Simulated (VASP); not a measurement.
An input for Quantum ESPRESSO's pw.x (written as the equivalent of a VASP run, and not itself run):

```
&CONTROL
  calculation = 'vc-relax'
  pseudo_dir = './pseudo'
  outdir = './out'
  tprnfor = .true.
  tstress = .true.
  nstep = 60
  forc_conv_thr = 0.00078
/
&SYSTEM
  ibrav = 0
  nat = 5
  ntyp = 3
  ecutwfc = 84
  occupations = 'smearing'
  smearing = 'gaussian'
  degauss = 0.003675
  input_dft = 'pbe'
  vdw_corr = 'grimme-d3'
  dftd3_version = 3
  dftd3_threebody = .false.
/
&ELECTRONS
  conv_thr = 7.3e-08
  electron_maxstep = 100
/
&IONS
/
&CELL
/
ATOMIC_SPECIES
  K 39.098 K.upf
  Ta 180.948 Ta.upf
  O 15.999 O.upf
CELL_PARAMETERS angstrom
     4.0159958   -0.0000000    0.0000000
    -0.0000000    4.0159958    0.0000000
     0.0000000   -0.0000000    4.0159958
ATOMIC_POSITIONS crystal
  K    0.0000000  0.0000000  0.0000000
  Ta   0.5000000  0.5000000  0.5000000
  O    0.5000000  0.0000000  0.5000000
  O    0.0000000  0.5000000  0.5000000
  O    0.5000000  0.5000000  0.0000000
K_POINTS automatic
  5 5 5 0 0 0
```

### Question
Write the VASP files for the same calculation (PBE-D3 (zero damping)).

### Answer
This is not unique; one that fits is 
### KPOINTS
```
Regular mesh
0
Gamma
 5 5 5
```

### INCAR
```
! general
SYSTEM  = KTaO3
PREC    = Accurate
ENCUT   = 520   ! plane-wave cut-off (eV)
LREAL   = .FALSE.   ! projection in real space or not
LASPH   = .TRUE.   ! aspherical one-centre terms

! electronic loop
EDIFF   = 1E-6   ! SCF stop (eV)
NELM    = 100   ! most electronic steps
ALGO    = Normal
LMAXMIX = 6

! smearing
ISMEAR  = 0
SIGMA   = 0.05   ! width (eV)

! functional
GGA     = PE   ! PBE
IVDW    = 11   ! D3, zero damping

! ions
IBRION  = 2   ! conjugate gradients
NSW     = 60   ! most ionic steps
ISIF    = 3
EDIFFG  = -0.02   ! ionic stop

! output
LWAVE   = .FALSE.
LCHARG  = .FALSE.
```

File POSCAR:
```
KTaO3
1
    4.0159958239    -0.0000000000     0.0000000000
   -0.0000000000     4.0159958239     0.0000000000
    0.0000000000    -0.0000000000     4.0159958239
K Ta O
1 1 3
Direct
  0.0000000000   0.0000000000   0.0000000000
  0.5000000000   0.5000000000   0.5000000000
  0.5000000000   0.0000000000   0.5000000000
  0.0000000000   0.5000000000   0.5000000000
  0.5000000000   0.5000000000   0.0000000000
```

POTCAR, in this order: K_sv Ta_pv O (PBE.64 set). Program: vasp_std.

What does not carry over: the potentials are each code's own (VASP's PAW set, PseudoDojo norm-conserving files in pw.x), so ENCUT and ecutwfc are chosen apart and not converted; conv_thr bounds pw.x's estimated SCF error, while EDIFF bounds the energy change between steps; forc_conv_thr acts on force components and is met together with etot_conv_thr.

The compound is KTaO3 in the cubic perovskite structure. It was relaxed first. The start is the result of an earlier pass.
